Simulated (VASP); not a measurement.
```xyz
3
Lattice="1.5150 -2.6241 0.0000 1.5150 2.6241 0.0000 0.0000 0.0000 3.2300" Properties=species:S:1:pos:R:3 pbc="T T T"
Ti     0.0000     0.0000     0.0000
B      1.5150     0.8747     1.6150
B      1.5150    -0.8747     1.6150
```

Calculation: PBE GGA, VASP's PBE PAW potentials (set 64) (plane waves; VASP 6.6.1). Run with 520 eV cut-off, 10×10×9 Γ-centred mesh, first-order Methfessel-Paxton smearing of 0.10 eV, potentials Ti_sv B.

Q: Predict the energy per atom (σ→0), band gap (on the k-mesh) with the smallest direct gap where there is one.

A: 
```yaml
band gap (on the k-mesh): none (metal, semimetal or under 0.01 eV)
energy per atom (σ→0): -8.142 eV/atom
```

The absolute energy has meaning only against runs of the same code, potentials and settings.

The compound is TiB2 in the AlB2 type structure. The cell was not relaxed at this level.
